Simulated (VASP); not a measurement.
# LaSc (Pm-3m) in VASP: notebook

Aim: see how the results for LaSc move with the level of theory and the settings. Levels: PBE, r2SCAN. Tasks: relaxation of the atoms, band structure.

Program: VASP 6.6.1. These are calculated values, not measurements. Logs are shortened: lines on timing, memory, paths and dates and some standing lists are left out, and cuts for length are marked.

**1. The structure**

The structure is cubic, space group Pm-3m (No. 221). The conventional cell has a = 3.948 Å, b = 3.948 Å, c = 3.948 Å, α = 90.00°, β = 90.00°, γ = 90.00°. Around La (site symmetry m-3m) lie 8 Sc at 3.42 Å. Around Sc (site symmetry m-3m) lie 8 La at 3.42 Å.

The cell was built by a generator and needn't be a form met in nature.

**2. Relaxation of the atoms, PBE, 29.54 Å³/atom (strain = -0.04)**

File INCAR:

```
PREC = Accurate
ENCUT = 520
EDIFF = 1E-6
ISMEAR = -1
SIGMA = 0.05
LREAL = F
LASPH = T
NELM = 80
ALGO = Normal
ISIF = 2
LWAVE = F
LCHARG = F
GGA = PE
IBRION = 2
NSW = 40
EDIFFG = -0.01
```

File KPOINTS:

```
regular mesh
0
Gamma
  7 7 7
```

File POSCAR:

```
LaSc
1.0
    3.7901184000      0.0000000000      0.0000000000
    0.0000000000      3.9480400000      0.0000000000
    0.0000000000      0.0000000000      3.9480400000
La Sc
1 1
Direct
    0.0000000000      0.0000000000      0.0000000000
    0.5000000000      0.5000000000      0.5000000000
```

Potentials or basis: VASP PAW PBE potentials, release 64 (La, Sc_sv).

Launch:

```sh
> cat potpaw_PBE.64/La/POTCAR potpaw_PBE.64/Sc_sv/POTCAR > POTCAR
> mpirun -np 1 vasp_std > vasp.out
```

OUTCAR:

```text
PREC = Accurate
   ENCUT = 520
   EDIFF = 1E-6
   ISMEAR = -1
   LREAL = F
   LASPH = T
   NELM = 80
   ISIF = 2
   GGA = PE
   IBRION = 2
   NSW = 40
   EDIFFG = -0.01

 ion  position               nearest neighbor table
   1  0.000  0.000  0.000-   2 3.37   2 3.37   2 3.37   2 3.37   2 3.37   2 3.37   2 3.37   2 3.37

   2  0.500  0.500  0.500-   1 3.37   1 3.37   1 3.37   1 3.37   1 3.37   1 3.37   1 3.37   1 3.37

  LATTYP: Found a simple tetragonal cell.
 ALAT       =     3.9480400000
 C/A-ratio  =     0.9600000000

  Lattice vectors:

 A1 = (   0.0000000000,   3.9480400000,   0.0000000000)
 A2 = (   0.0000000000,   0.0000000000,   3.9480400000)
 A3 = (   3.7901184000,   0.0000000000,   0.0000000000)

Analysis of symmetry for initial positions (statically):
=====================================================================
 Subroutine PRICEL returns:
 Original cell was already a primitive cell.

 Routine SETGRP: Setting up the symmetry group for a
 simple tetragonal supercell.

 Subroutine GETGRP returns: Found 16 space group operations
 (whereof 16 operations were pure point group operations)
 out of a pool of 16 trial point group operations.

The static configuration has the point symmetry D_4h.

Analysis of symmetry for dynamics (positions and initial velocities):
=====================================================================
 Subroutine PRICEL returns:
 Original cell was already a primitive cell.

 Routine SETGRP: Setting up the symmetry group for a
 simple tetragonal supercell.

 Subroutine GETGRP returns: Found 16 space group operations
 (whereof 16 operations were pure point group operations)
 out of a pool of 16 trial point group operations.

The dynamic configuration has the point symmetry D_4h.

 Subroutine INISYM returns: Found 16 space group operations
 (whereof 16 operations are pure point group operations),
 and found     1 'primitive' translations

----------------------------------------------------------------------------------------

                                     Primitive cell

  volume of cell :      59.0767

  direct lattice vectors                    reciprocal lattice vectors
     3.790118400  0.000000000  0.000000000     0.263844000  0.000000000  0.000000000
     0.000000000  3.948040000  0.000000000     0.000000000  0.253290240  0.000000000
     0.000000000  0.000000000  3.948040000     0.000000000  0.000000000  0.253290240

  length of vectors
     3.790118400  3.948040000  3.948040000     0.263844000  0.253290240  0.253290240

  position of ions in fractional coordinates (direct lattice)
     0.000000000  0.000000000  0.000000000
     0.500000000  0.500000000  0.500000000

  ion indices of the primitive-cell ions
   primitive index   ion index
                 1           1
                 2           2

----------------------------------------------------------------------------------------

 KPOINTS: regular mesh

Automatic generation of k-mesh.
 Grid dimensions read from file:
 generate k-points for:    7    7    7

 Generating k-lattice:

  Cartesian coordinates                     Fractional coordinates (reciprocal lattice)
     0.037692000  0.000000000  0.000000000     0.142857143  0.000000000  0.000000000
     0.000000000  0.036184320  0.000000000     0.000000000  0.142857143  0.000000000
     0.000000000  0.000000000  0.036184320     0.000000000  0.000000000  0.142857143

  Length of vectors
     0.037692000  0.036184320  0.036184320

  Shift w.r.t. Gamma in fractional coordinates (k-lattice)
     0.000000000  0.000000000  0.000000000

 Subroutine IBZKPT returns following result:
 ===========================================

 Found     40 irreducible k-points:

 Following reciprocal coordinates:
            Coordinates               Weight
  0.000000  0.000000  0.000000      1.000000
  0.142857  0.000000  0.000000      2.000000
  0.285714  0.000000  0.000000      2.000000
  0.428571  0.000000  0.000000      2.000000
  0.000000  0.142857  0.000000      4.000000
  0.142857  0.142857  0.000000      8.000000
[... 16 lines left out ...]
  0.285714  0.285714  0.142857     16.000000
  0.428571  0.285714  0.142857     16.000000
 [... further k-points ...]
   k-points           NKPTS =     40   k-points in BZ     NKDIM =     40   number of bands    NBANDS=     15
   number of dos      NEDOS =    301   number of ions     NIONS =      2
   total plane-waves  NPLWV =  25200
   dimension x,y,z NGX =    28 NGY =   30 NGZ =   30
   dimension x,y,z NGXF=    56 NGYF=   60 NGZF=   60
   ions per type =               1   1
   NGX,Y,Z   is equivalent  to a cutoff of  12.28, 12.63, 12.63 a.u.
   NGXF,Y,Z  is equivalent  to a cutoff of  24.56, 25.27, 25.27 a.u.
 SYSTEM =  unknown system
   PREC   = accura    normal or accurate (medium, high low for compatibility)
   ISTART =      0    job   : 0-new  1-cont  2-samecut
   ICHARG =      2    charge: 1-file 2-atom 10-const
   ISPIN  =      1    spin polarized calculation?
   LNONCOLLINEAR =      F non collinear calculations
   LSORBIT =      F    spin-orbit coupling
   LASPH  =      T    aspherical Exc in radial PAW
   ENCUT  =  520.0 eV  38.22 Ry    6.18 a.u.   7.05  7.34  7.34*2*pi/ulx,y,z
   NELM   =     80;   NELMIN=  2; NELMDL= -5     # of ELM steps
   EDIFF  = 0.1E-05   stopping-criterion for ELM
   LREAL  =      F    real-space projection
   EDIFFG = -.1E-01   stopping-criterion for IOM
   NSW    =     40    number of steps for IOM
   IBRION =      2    ionic relax: 0-MD 1-quasi-New 2-CG
   NFREE  =      1    steps in history (QN), initial steepest desc. (CG)
   ISIF   =      2    stress and relaxation
   ISYM   =      2    0-nonsym 1-usesym 2-fastsym
   POTIM  = 0.5000    time-step for ionic-motion
   TEBEG  =    0.0;   TEEND  =   0.0 temperature during run
   PSTRESS=    0.0 pullay stress
   NELECT =      22.0000    total number of electrons
   NUPDOWN=      -1.0000    fix difference up-down
   EMIN   =  10.00;   EMAX   =-10.00  energy-range for DOS
   EFERMI =   0.00;   METHOD = LEGACY
   ISMEAR =    -1;   SIGMA  =   0.05  broadening in eV -4-tet -1-fermi 0-gaus
   EFERMI_NEDOS =   21; number of points for ismear=-14 and -15
   IALGO  =     38    algorithm
   IMIX   =      4    mixing-type and parameters
     AMIX     =   0.40;   BMIX     =  1.00
     AMIX_MAG =   1.60;   BMIX_MAG =  1.00
  volume/ion in A,a.u.               =      29.54       199.33
  Fermi-wavevector in a.u.,A,eV,Ry     =   1.177815  2.225748 18.874659  1.387248
  Thomas-Fermi vector in A             =   2.314155
   LORBIT       =      0    0 simple, 1 ext, 2 COOP (PROOUT), +10 PAW based schemes
   GGA     = PE    functional components
   LHFCALC =     F    Hartree Fock is set to
   AEXX    =    0.0000 exact exchange contribution
   IVDW    =     0    specifies the selected vdW correction
   LEPSILON=     F    determine dielectric tensor
   LRPA    =     F    only Hartree local field effects (RPA)
 conjugate gradient relaxation of ions
 non-spin polarized calculation
  energy-cutoff  :      520.00
  volume of cell :       59.08
 maximum number of plane-waves:      1618
   NGX = 15   NGY = 15   NGZ = 15

 number of electron      22.0000001 magnetization

 Free energy of the ion-electron system (eV)
  ---------------------------------------------------
  ext. energy  EPLUGINS =         0.00000000
  ---------------------------------------------------
  free energy    TOTEN  =       -11.00296726 eV

  energy without entropy =      -10.98150875  energy(sigma->0) =      -10.99223801

 E-fermi :   6.5304     XC(G=0):  -9.8791

 val. band max:        6.4821744591   @ k =   0.0000   0.2857   0.2857
 cond. band min:       6.5499663791   @ k =   0.4286   0.4286   0.0000
 fundamental gap:      0.0677919200
 Fermi energy:         6.5304458202

 k-point     1 :       0.0000    0.0000    0.0000
  band No.  band energies     occupation
      1     -43.1769      2.00000
      2     -25.8345      2.00000
      3     -21.8049      2.00000
      4     -21.8049      2.00000
      5     -21.7829      2.00000
      6      -9.3921      2.00000
      7      -9.3921      2.00000
      8      -9.2978      2.00000
      9       2.4902      2.00000
     10       4.8512      2.00000
     11       4.9420      2.00000
     12       7.7636      0.00000
     13       8.0367      0.00000
     14       8.0368      0.00000
     15       8.8075      0.00000

 k-point     2 :       0.1429    0.0000    0.0000
  band No.  band energies     occupation
      1     -43.1763      2.00000
      2     -25.8247      2.00000
      3     -21.8038      2.00000
      4     -21.8038      2.00000
      5     -21.7895      2.00000
      6      -9.4513      2.00000
      7      -9.3819      2.00000
      8      -9.3819      2.00000
      9       2.8236      2.00000
     10       5.0126      2.00000
     11       5.2375      2.00000
     12       7.8035      0.00000
     13       7.8830      0.00000
     14       7.8830      0.00000
     15       8.7225      0.00000

 k-point     3 :       0.2857    0.0000    0.0000
  band No.  band energies     occupation
      1     -43.1751      2.00000
      2     -25.8024      2.00000
      3     -21.8041      2.00000
      4     -21.8013      2.00000
      5     -21.8013      2.00000
      6      -9.7759      2.00000
      7      -9.3586      2.00000
      8      -9.3586      2.00000
      9       3.6665      2.00000
     10       5.4842      2.00000
     11       5.8262      2.00000
     12       7.6870      0.00000
     13       7.6870      0.00000
     14       7.8879      0.00000
     15       8.1302      0.00000
[... 343 lines left out ...]
 k-point    23 :       0.2857    0.2857    0.1429
  band No.  band energies     occupation
      1     -43.1737      2.00000
      2     -25.7719      2.00000
      3     -21.8187      2.00000
      4     -21.8073      2.00000
      5     -21.8043      2.00000
      6      -9.7180      2.00000
      7      -9.6588      2.00000
      8      -9.4279      2.00000
      9       4.5722      2.00000
     10       5.6734      2.00000
     11       6.3949      1.87537
     12       6.7988      0.00928
     13       7.0261      0.00010
     14       7.2848      0.00000
     15       8.4389      0.00000

 k-point    24 :       0.4286    0.2857    0.1429
  band No.  band energies     occupation
      1     -43.1728      2.00000
      2     -25.7510      2.00000
      3     -21.8236      2.00000
      4     -21.8184      2.00000
      5     -21.8034      2.00000
      6      -9.9396      2.00000
      7      -9.6277      2.00000
      8      -9.4016      2.00000
      9       4.7616      2.00000
     10       5.6512      2.00000
     11       6.2758      1.98780
     12       6.7071      0.05678
     13       7.2338      0.00000
     14       7.4599      0.00000
     15       8.5246      0.00000

 [... further k-points ...]

------------------------ aborting loop because EDIFF is reached ----------------------------------------

  FORCE on cell =-STRESS in cart. coord.  units (eV):
  Direction    XX          YY          ZZ          XY          YZ          ZX
  --------------------------------------------------------------------------------------
  -------------------------------------------------------------------------------------
  Total        0.6466586      0.5689066      0.5689066     -0.0000000      0.0000000     -0.0000000
  in kB       17.5375838     15.4289247     15.4289247     -0.0000000      0.0000000     -0.0000000
  external PRESSURE =      16.1318110 kB  Pullay stress =       0.0000000 kB

 VOLUME and BASIS-vectors are now :
 -----------------------------------------------------------------------------
  energy-cutoff  :      520.00
  volume of cell :       59.08
      direct lattice vectors                 reciprocal lattice vectors
     3.790118400  0.000000000  0.000000000     0.263844000  0.000000000  0.000000000
     0.000000000  3.948040000  0.000000000     0.000000000  0.253290240  0.000000000
     0.000000000  0.000000000  3.948040000     0.000000000  0.000000000  0.253290240

 POSITION                                       TOTAL-FORCE (eV/Angst)
 -----------------------------------------------------------------------------------
      0.00000      0.00000      0.00000         0.000000      0.000000      0.000000
      1.89506      1.97402      1.97402         0.000000      0.000000      0.000000
 -----------------------------------------------------------------------------------
    total drift:                                0.000000      0.000000      0.000000

  FREE ENERGIE OF THE ION-ELECTRON SYSTEM (eV)
  ---------------------------------------------------
  free  energy   TOTEN  =       -11.0029672564 eV

  energy  without entropy=      -10.9815087539  energy(sigma->0) =      -10.99223801

 reached required accuracy - stopping structural energy minimisation
```

Run time: 42 s. Hardware: 1 thread of Intel Xeon Platinum 8375C at 2.90GHz (Ice Lake), shared host; peak memory 0.2 GiB.

What came out:

```yaml
Free_energy: -11.0030 eV
Pressure_after_relaxing: 1.6 GPa
Band_gap_on_the_k_mesh: none (metal or under the smearing width)
```

Caveat: the relaxation stopped at its first step, so nothing moved.

**3. Relaxation of the atoms, PBE, 30.15 Å³/atom (strain = -0.02)**

INCAR is that of step 2.

KPOINTS is that of step 2.

Edit POSCAR of step 2 so:

```diff
@@ -2,3 +2,3 @@
 1.0
-    3.7901184000      0.0000000000      0.0000000000
+    3.8690792000      0.0000000000      0.0000000000
     0.0000000000      3.9480400000      0.0000000000
```

Potentials or basis: VASP PAW PBE potentials, release 64 (La, Sc_sv).

Launch:

```sh
> cat potpaw_PBE.64/La/POTCAR potpaw_PBE.64/Sc_sv/POTCAR > POTCAR
> mpirun -np 1 vasp_std > vasp.out
```

Run time: 34 s. Hardware: 1 thread of Intel Xeon Platinum 8375C at 2.90GHz (Ice Lake), shared host; peak memory 0.2 GiB.

It converged, with:

| Property | Result |
| --- | --- |
| Free energy | -11.0132 eV |
| Pressure after relaxing | 0.8 GPa |
| Band gap on the k mesh | none (metal or under the smearing width) |

Caveat: the relaxation stopped at its first step, so nothing moved.

(Part 1 of 2 ends here.)
